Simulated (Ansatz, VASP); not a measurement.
# Cross-check of Ga13As13H30 (GaAs wire along [111], 26 atoms a period, H-terminated) between VASP and Ansatz

Wanted: the spread between two codes on one cell, functional and k mesh. The cell is taken from a series of runs on this material, whose earlier steps may have relaxed, scaled, displaced or heated it; both programs get it as it stands.

Program: Ansatz 0.2.0. Level of theory: plane waves, with VASP 6.6.1 beside it; single point at PBE. Results are calculated unless marked as measured.

### 1. The structure

The cell holds 56 atoms: 13 Ga, 13 As and 30 H. Cell: a = 17.512 Å, b = 16.793 Å, c = 9.877 Å, α = 90.0°, β = 90.0°, γ = 90.0°. Vacuum lies along a and b. The structure's axis is c.

### 2. Ansatz: single point, PBE

Ansatz runs on its PAW soft_1 files.

A single point gives forces, pressure and levels at one fixed geometry, so differences don't come from the geometry; what else differs is listed under the comparison.

Input file input.yaml:

```yaml
crystal:
  lattice:
    - [17.512, 0.0, 0.0]
    - [0.0, 16.793, 0.0]
    - [0.0, 0.0, 9.8774033687]
  atoms:
    - { symbol: Ga, position: [0.253261839, 0.51475036, 0.980274552] }
    - { symbol: Ga, position: [0.365003618, 0.716681665, 0.980235278] }
    - { symbol: Ga, position: [0.5, 0.500829144, 0.991699372] }
    - { symbol: Ga, position: [0.634996382, 0.716681665, 0.980235278] }
    - { symbol: As, position: [0.270193958, 0.49294865, 0.237397693] }
    - { symbol: As, position: [0.378356939, 0.2974569, 0.237219919] }
    - { symbol: As, position: [0.391764995, 0.712480902, 0.23728784] }
    - { symbol: As, position: [0.5, 0.500922875, 0.24759714] }
    - { symbol: As, position: [0.621643061, 0.2974569, 0.237219919] }
    - { symbol: As, position: [0.608235005, 0.712480902, 0.23728784] }
    - { symbol: As, position: [0.729806042, 0.49294865, 0.237397693] }
    - { symbol: H, position: [0.205595355, 0.443876466, 0.298110465] }
    - { symbol: H, position: [0.255389597, 0.567121265, 0.321476363] }
    - { symbol: H, position: [0.305310246, 0.263601308, 0.297876961] }
    - { symbol: H, position: [0.322758153, 0.688916809, 0.321477973] }
    - { symbol: H, position: [0.400322052, 0.795409182, 0.297714595] }
    - { symbol: H, position: [0.432555967, 0.246968136, 0.321253342] }
    - { symbol: H, position: [0.567444033, 0.246968136, 0.321253342] }
    - { symbol: H, position: [0.599677948, 0.795409182, 0.297714595] }
    - { symbol: H, position: [0.694689754, 0.263601308, 0.297876961] }
    - { symbol: H, position: [0.677241847, 0.688916809, 0.321477973] }
    - { symbol: H, position: [0.744610403, 0.567121265, 0.321476363] }
    - { symbol: H, position: [0.794404645, 0.443876466, 0.298110465] }
    - { symbol: Ga, position: [0.386157364, 0.432423724, 0.341165223] }
    - { symbol: Ga, position: [0.5, 0.638040123, 0.341130961] }
    - { symbol: Ga, position: [0.613842636, 0.432423724, 0.341165223] }
    - { symbol: As, position: [0.391653151, 0.435596655, 0.589998479] }
    - { symbol: As, position: [0.5, 0.631326659, 0.589992745] }
    - { symbol: As, position: [0.608346849, 0.435596655, 0.589998479] }
    - { symbol: H, position: [0.306643393, 0.617196003, 0.608106501] }
    - { symbol: H, position: [0.5, 0.267978261, 0.608092332] }
    - { symbol: H, position: [0.693356607, 0.617196003, 0.608106501] }
    - { symbol: H, position: [0.319241002, 0.392009764, 0.63227059] }
    - { symbol: H, position: [0.5, 0.718483354, 0.632436267] }
    - { symbol: H, position: [0.680758998, 0.392009764, 0.63227059] }
    - { symbol: Ga, position: [0.376752548, 0.575057949, 0.676387923] }
    - { symbol: Ga, position: [0.5, 0.352396835, 0.676305495] }
    - { symbol: Ga, position: [0.623247452, 0.575057949, 0.676387923] }
    - { symbol: As, position: [0.380855334, 0.572520708, 0.924952039] }
    - { symbol: As, position: [0.5, 0.357336248, 0.92489789] }
    - { symbol: As, position: [0.619144666, 0.572520708, 0.924952039] }
    - { symbol: H, position: [0.192966687, 0.582966224, 0.971057797] }
    - { symbol: H, position: [0.242034439, 0.427556353, 0.930042638] }
    - { symbol: H, position: [0.310266431, 0.304119934, 0.929464344] }
    - { symbol: H, position: [0.278161651, 0.736869653, 0.971193186] }
    - { symbol: H, position: [0.414880229, 0.182364969, 0.971556226] }
    - { symbol: H, position: [0.431747029, 0.770324144, 0.929612187] }
    - { symbol: H, position: [0.568252971, 0.770324144, 0.929612187] }
    - { symbol: H, position: [0.585119771, 0.182364969, 0.971556226] }
    - { symbol: H, position: [0.689733569, 0.304119934, 0.929464344] }
    - { symbol: H, position: [0.721838349, 0.736869653, 0.971193186] }
    - { symbol: H, position: [0.757965561, 0.427556353, 0.930042638] }
    - { symbol: H, position: [0.807033313, 0.582966224, 0.971057797] }
    - { symbol: Ga, position: [0.38827486, 0.270935101, 0.980261125] }
    - { symbol: Ga, position: [0.61172514, 0.270935101, 0.980261125] }
    - { symbol: Ga, position: [0.746738161, 0.51475036, 0.980274552] }
kpoints:
  mp_grid: { grid: [1, 1, 9] }
  band_path: { path: ["Γ", Z], npoints: 90 }
scf:
  occupations: { method: fermi_dirac, width: 0.05 }
hamiltonian:
  xc: pbe
  pseudopotentials: { kind: paw, azcp: { folder: soft_1 } }
output:
  dos: { e_range: [-5, 4] }
  write_potential: true
  write_density: true
  volumetric_format: npy
```

Launch:

```console
> ansatz run input.yaml --threads 4 --pin off --max-ram 16384MiB --backend cpu --events-out ev --progress --plain --runs-dir out
```

Numbers of over 12 decimals in the logs are rounded to 6 here.

Log:

```text
Engine: ansatz 0.2.0, x86_64-unknown-linux-gnu
Pseudopotentials: kind: paw
Pseudopotential: Ga, paw, valence charge 13, recommended cutoff 420 eV (normal), soft_1/Ga.paw.azcp
Pseudopotential: As, paw, valence charge 15, recommended cutoff 420 eV (normal), soft_1/As.paw.azcp
Pseudopotential: H, paw, valence charge 1, recommended cutoff 420 eV (normal), soft_1/H.paw.azcp
Functional definition: PBE
  parameter kappa = 0.804
  parameter beta = 0.066725
  exchange = pbe_x(kappa = kappa, mu = beta*pi^2/3)
  correlation = pbe_c(beta = beta)
Crystal: 56 atoms, lattice volume = 2904.737 Å³
Basis set: ecut = 420 eV, 56787 PW (Γ)
Bands: 253, of which v1, the nominal top of the filled ones, is band 197 counted from 1 (196 counted from 0)
Symmetry: 2 space group operations
Space group: Pm (ITA 6), of the structure as read, at distance tolerance 1.4e-4 Å
k-points: 5 of 9 (time reversal used)
Non-local potential: Ga, projectors of the file, l = 0: 2, l = 1: 2, l = 2: 3, l = 3: 1
Non-local potential: As, projectors of the file, l = 0: 2, l = 1: 2, l = 2: 3, l = 3: 1
Non-local potential: H, projectors of the file, l = 0: 2, l = 1: 1
PAW form: soft (Blöchl's): semilocal exchange-correlation on the pseudo side does not see the compensation charge
PAW one-centre angular grid: Ga, 590 points (default); XC on 64 Gauss nodes
PAW one-centre angular grid: As, 590 points (default); XC on 64 Gauss nodes
PAW one-centre angular grid: H, 110 points (default); XC on 64 Gauss nodes
Initial density: superposition of atomic densities (neutral atoms: chi_scale 0, normalization atom)
Initial wavefunctions: pseudopotential atomic-orbital guess
Functional: x = pbe(κ = 0.804, μ = 0.219515), c = pbe(β = 0.066725)
SCF iter   1: F=—  HF=-112793.197119 eV  |F-HF|=—  |Δ(HF+E_count)|=         —  Δρ=3.27e-2  dr2=2.86e1  ethr=3.10e-3  ⟨swp⟩=6.0  Hψ=5243  notcnv=0  defer=133
preconditioner: auto → Resta (q_TF=auto, 1.956 Å⁻¹)  ε∞=1.7  [insulator: Δε(μ)=2.774 eV  Ē_g=13.875 eV  σ=0.050 eV  W_gap=1.00  n_scr=370 (ndim 8)  ℏωp=11.2 eV  f_vac=0.627  D(μ)=0.00/eV (n_scr^D=0)  ε∞_Penn≈1.7  vacuum switching on, ρ_ref=1.4e-2 e/Å³]
SCF iter   2: F=—  HF=-112785.732863 eV  |F-HF|=—  |Δ(HF+E_count)|=    7.46e0  Δρ=1.42e-2  dr2=5.37e0  ethr=3.10e-3  ⟨swp⟩=3.0  Hψ=1785  notcnv=0  defer=250
SCF iter   3: F=—  HF=-112784.715174 eV  |F-HF|=—  |Δ(HF+E_count)|=    1.02e0  Δρ=3.74e-3  dr2=1.24e0  ethr=1.36e-3  ⟨swp⟩=3.0  Hψ=2197  notcnv=0  defer=239
SCF iter   4: F=—  HF=-112784.344657 eV  |F-HF|=—  |Δ(HF+E_count)|=   3.71e-1  Δρ=1.30e-3  dr2=5.81e-2  ethr=3.15e-4  ⟨swp⟩=4.2  Hψ=1809  notcnv=0  defer=239
SCF iter   5: F=—  HF=-112784.348142 eV  |F-HF|=—  |Δ(HF+E_count)|=   3.48e-3  Δρ=5.86e-4  dr2=1.09e-2  ethr=1.48e-5  ⟨swp⟩=2.0  Hψ=2255  notcnv=0  defer=239
SCF iter   6: F=—  HF=-112784.348104 eV  |F-HF|=—  |Δ(HF+E_count)|=   3.81e-5  Δρ=1.83e-4  dr2=7.50e-4  ethr=2.77e-6  ⟨swp⟩=2.0  Hψ=1786  notcnv=0  defer=239
SCF iter   7: F=—  HF=-112784.348708 eV  |F-HF|=—  |Δ(HF+E_count)|=   6.04e-4  Δρ=5.19e-5  dr2=1.29e-4  ethr=1.90e-7  ⟨swp⟩=2.0  Hψ=1786  notcnv=0  defer=239
SCF iter   8: F=—  HF=-112784.348752 eV  |F-HF|=—  |Δ(HF+E_count)|=   4.35e-5  Δρ=1.60e-5  dr2=1.03e-5  ethr=3.28e-8  ⟨swp⟩=2.0  Hψ=1786  notcnv=0  defer=239
SCF iter   9: F=—  HF=-112784.348783 eV  |F-HF|=—  |Δ(HF+E_count)|=   3.09e-5  Δρ=8.54e-6  dr2=2.01e-6  ethr=2.61e-9  ⟨swp⟩=2.0  Hψ=1611  notcnv=0  defer=239
SCF iter  10: F=—  HF=-112784.348784 eV  |F-HF|=—  |Δ(HF+E_count)|=   1.38e-6  Δρ=2.19e-6  dr2=2.22e-7  ethr=5.10e-10  ⟨swp⟩=2.0  Hψ=1786  notcnv=0  defer=239
SCF iter  11: F=-112784.348784 eV  HF=-112784.348784 eV  |F-HF|=1.36e-8  |Δ(HF+E_count)|=   2.15e-7  Δρ=6.38e-7  dr2=1.37e-8  ethr=2.54e-11  ⟨swp⟩=13.8  Hψ=6767  notcnv=0
SCF 1 converged in 11 iterations: F = -112784.348784 eV  dr2 = 1.37e-8
  greatest PAW one-centre occupation: 0.999 electrons in one spin orbital (limit 2), on the As atom at site 10 (counted from 0), in its partial waves of l = 2
NSCF: frozen V_eff on 91 k-points
[...]
k-point 1: bands = [... 193 lower, -3.1737, -3.1562, -3.1556, -2.8244, -0.1031, 0.0733, 0.4164, 0.4176, ... 52 higher]
  k-point 2: bands = [... 193 lower, -3.1590, -3.1566, -3.1561, -2.9810, -0.0268, 0.1160, 0.2521, 0.2546, ... 52 higher]
  k-point 4: bands = [... 193 lower, -3.3234, -3.1683, -3.1671, -3.1362, 0.0064, 0.0093, 0.1183, 0.2337, ... 52 higher]
```

### 3. VASP: single point, PBE

The same cell, functional, mesh and smearing now go to VASP, with its own data sets.

Lines of VASP's logs that name or quote its potential files are left out, and so is its time.

Input file INCAR:

```
SYSTEM = Ga13As13H30
PREC = Accurate
ENCUT = 400
EDIFF = 1E-06
NELM = 120
ISMEAR = -1
SIGMA = 0.05
LREAL = Auto
ALGO = Normal
GGA = PE
NBANDS = 176
LORBIT = 11
LWAVE = .FALSE.
LCHARG = .FALSE.
ISIF = 2
LASPH = .TRUE.
GGA_COMPAT = .FALSE.
EFERMI = MIDGAP
KPAR = 4
```

Input file POSCAR:

```
Ga13As13H30
1.0
   17.5120000000      0.0000000000      0.0000000000
    0.0000000000     16.7930000000      0.0000000000
    0.0000000000      0.0000000000      9.8774033687
Ga As H
13 13 30
Direct
    0.2532618390      0.5147503600      0.9802745520
    0.3650036180      0.7166816650      0.9802352780
    0.5000000000      0.5008291440      0.9916993720
    0.6349963820      0.7166816650      0.9802352780
    0.3861573640      0.4324237240      0.3411652230
    0.5000000000      0.6380401230      0.3411309610
    0.6138426360      0.4324237240      0.3411652230
    0.3767525480      0.5750579490      0.6763879230
    0.5000000000      0.3523968350      0.6763054950
    0.6232474520      0.5750579490      0.6763879230
    0.3882748600      0.2709351010      0.9802611250
    0.6117251400      0.2709351010      0.9802611250
    0.7467381610      0.5147503600      0.9802745520
    0.2701939580      0.4929486500      0.2373976930
    0.3783569390      0.2974569000      0.2372199190
    0.3917649950      0.7124809020      0.2372878400
    0.5000000000      0.5009228750      0.2475971400
    0.6216430610      0.2974569000      0.2372199190
    0.6082350050      0.7124809020      0.2372878400
    0.7298060420      0.4929486500      0.2373976930
    0.3916531510      0.4355966550      0.5899984790
    0.5000000000      0.6313266590      0.5899927450
    0.6083468490      0.4355966550      0.5899984790
    0.3808553340      0.5725207080      0.9249520390
    0.5000000000      0.3573362480      0.9248978900
    0.6191446660      0.5725207080      0.9249520390
    0.2055953550      0.4438764660      0.2981104650
    0.2553895970      0.5671212650      0.3214763630
    0.3053102460      0.2636013080      0.2978769610
    0.3227581530      0.6889168090      0.3214779730
    0.4003220520      0.7954091820      0.2977145950
    0.4325559670      0.2469681360      0.3212533420
    0.5674440330      0.2469681360      0.3212533420
    0.5996779480      0.7954091820      0.2977145950
    0.6946897540      0.2636013080      0.2978769610
    0.6772418470      0.6889168090      0.3214779730
    0.7446104030      0.5671212650      0.3214763630
    0.7944046450      0.4438764660      0.2981104650
    0.3066433930      0.6171960030      0.6081065010
    0.5000000000      0.2679782610      0.6080923320
    0.6933566070      0.6171960030      0.6081065010
    0.3192410020      0.3920097640      0.6322705900
    0.5000000000      0.7184833540      0.6324362670
    0.6807589980      0.3920097640      0.6322705900
    0.1929666870      0.5829662240      0.9710577970
    0.2420344390      0.4275563530      0.9300426380
    0.3102664310      0.3041199340      0.9294643440
    0.2781616510      0.7368696530      0.9711931860
    0.4148802290      0.1823649690      0.9715562260
    0.4317470290      0.7703241440      0.9296121870
    0.5682529710      0.7703241440      0.9296121870
    0.5851197710      0.1823649690      0.9715562260
    0.6897335690      0.3041199340      0.9294643440
    0.7218383490      0.7368696530      0.9711931860
    0.7579655610      0.4275563530      0.9300426380
    0.8070333130      0.5829662240      0.9710577970
```

Input file KPOINTS:

```
Automatic mesh
0
Gamma
1 1 9
0 0 0
```

The projector-augmented-wave data sets are Ga_d, As and H (PBE family, release 64).

Launch:

```console
> mpirun -np 8 vasp_std
```

Log:

```text
[banner, memory and clock lines left out]
running    8 mpi-ranks, on    1 nodes
[...]
|                                                                             |
|           W    W    AA    RRRRR   N    N  II  N    N   GGGG   !!!           |
|           W    W   A  A   R    R  NN   N  II  NN   N  G    G  !!!           |
|           W    W  A    A  R    R  N N  N  II  N N  N  G       !!!           |
|           W WW W  AAAAAA  RRRRR   N  N N  II  N  N N  G  GGG   !            |
|           WW  WW  A    A  R   R   N   NN  II  N   NN  G    G                |
|           W    W  A    A  R    R  N    N  II  N    N   GGGG   !!!           |
|                                                                             |
|     For optimal performance we recommend to set                             |
|       NCORE = 2 up to number-of-cores-per-socket                            |
|     NCORE specifies how many cores store one orbital (NPAR=cpu/NCORE).      |
|     This setting can greatly improve the performance of VASP for DFT.       |
|     The default, NCORE=1 might be grossly inefficient on modern             |
|     multi-core architectures or massively parallel machines. Do your        |
|     Unfortunately you need to use the default for GW and RPA                |
|     calculations (for HF NCORE is supported but not extensively tested      |
|     yet).                                                                   |
|                                                                             |

 LDA part: xc-table for (Slater+PW92), standard interpolation
 POSCAR, INCAR and KPOINTS ok, starting setup
[...]
entering main loop
       N       E                     dE             d eps       ncg     rms          rms(c)
DAV:   1     0.164138958804E+04    0.16414E+04   -0.91933E+04  2128   0.104E+03
DAV:   2     0.212203459777E+02   -0.16202E+04   -0.15617E+04  2448   0.263E+02
DAV:   3    -0.193073946305E+03   -0.21429E+03   -0.21266E+03  2280   0.104E+02
DAV:   4    -0.207987198885E+03   -0.14913E+02   -0.14877E+02  2328   0.296E+01
[...]
DAV:  23    -0.198768403068E+03   -0.11030E-04   -0.62234E-07  1552   0.209E-03    0.276E-04
DAV:  24    -0.198768406977E+03   -0.39093E-05   -0.28359E-07  1488   0.233E-03    0.216E-04
DAV:  25    -0.198768407932E+03   -0.95509E-06   -0.11255E-07  1560   0.149E-03
   1 F= -.19876841E+03 E0= -.19876841E+03  d E =-.503342E-11
```

Parts of OUTCAR (step 3):

```text
  Total       -1.2150606     -1.2351390     -1.6457842      0.0000000     -0.0055108      0.0000000
  in kB       -0.6701958     -0.6812705     -0.9077717      0.0000000     -0.0030396      0.0000000
  external PRESSURE =      -0.7530793 kB  Pullay stress =       0.0000000 kB

 POSITION                                       TOTAL-FORCE (eV/Angst)
 -----------------------------------------------------------------------------------
      4.43512      8.64420      9.68257        -0.022218     -0.008047     -0.009786
      6.39194     12.03524      9.68218        -0.001319      0.026647     -0.008437
      8.75600      8.41042      9.79541         0.000000      0.003247      0.000275
     11.12006     12.03524      9.68218         0.001319      0.026647     -0.008437
      6.76239      7.26169      3.36983        -0.002907     -0.003084      0.001707
      8.75600     10.71461      3.36949         0.000000      0.001696      0.002090
     10.74961      7.26169      3.36983         0.002907     -0.003084      0.001707
      6.59769      9.65695      6.68096        -0.020710      0.011132     -0.008794
      8.75600      5.91780      6.68014         0.000000     -0.024726     -0.009370
     10.91431      9.65695      6.68096         0.020710      0.011132     -0.008794
      6.79947      4.54981      9.68243        -0.020872     -0.016129     -0.008956
     10.71253      4.54981      9.68243         0.020872     -0.016129     -0.008956
     13.07688      8.64420      9.68257         0.022218     -0.008047     -0.009786
      4.73164      8.27809      2.34487         0.071307     -0.025010     -0.082811
[...]
-----------------------------------------------------------------------------------
    total drift:                                0.000000     -0.038130      0.009881

  FREE ENERGIE OF THE ION-ELECTRON SYSTEM (eV)
  ---------------------------------------------------
  free  energy   TOTEN  =      -198.7684079320 eV

  energy  without entropy=     -198.7684079320  energy(sigma->0) =     -198.76840793

[... 3 further parts left out ...]
[key lines of the parts left out:]
E-fermi :  -2.2814
```

### 4. Comparison

Known differences besides the potentials themselves: the data sets hold 394 valence electrons in Ansatz (on its PAW soft_1 files) and 264 in VASP; the cutoff is 420 eV in Ansatz and 400 eV in VASP (PREC = Accurate, projectors in real space). Total energies have different zeros and are not compared.

Both answers:

```tsv
quantity	Ansatz	VASP	difference
gap on the k mesh (eV)	2.637	2.635	+0.002
```

A gap on the mesh is an upper bound, since the band edges may lie between its points.

### 5. Summary of results

| Quantity | Value |
| --- | --- |
| difference in gap on the k mesh (single point, PBE) | 0.0016 eV |

The difference in gap on the k mesh is 0.0016 eV (single point, PBE), within the 0.08 eV picked in this series as the mark of a large difference. The data sets hold unlike numbers of valence electrons (394 in Ansatz and 264 in VASP), so part of the differences comes from the potentials. Such differences can come from data sets, numerical settings and the points named under the comparisons, not from the functional's error against experiment.

[Lines on the potential files, build, host, timing and source positions are cut from VASP's logs without a mark.]

[Logs are printed without paths, hosts, clocks, repeated set-up lines and the standing remarks that a program may print on its own settings, such as how far it seeks lower states.]

[Hosts, paths, dates, database ids (printed as entryN), source tags and the programs' standing remarks are cut or masked in the printed files.]
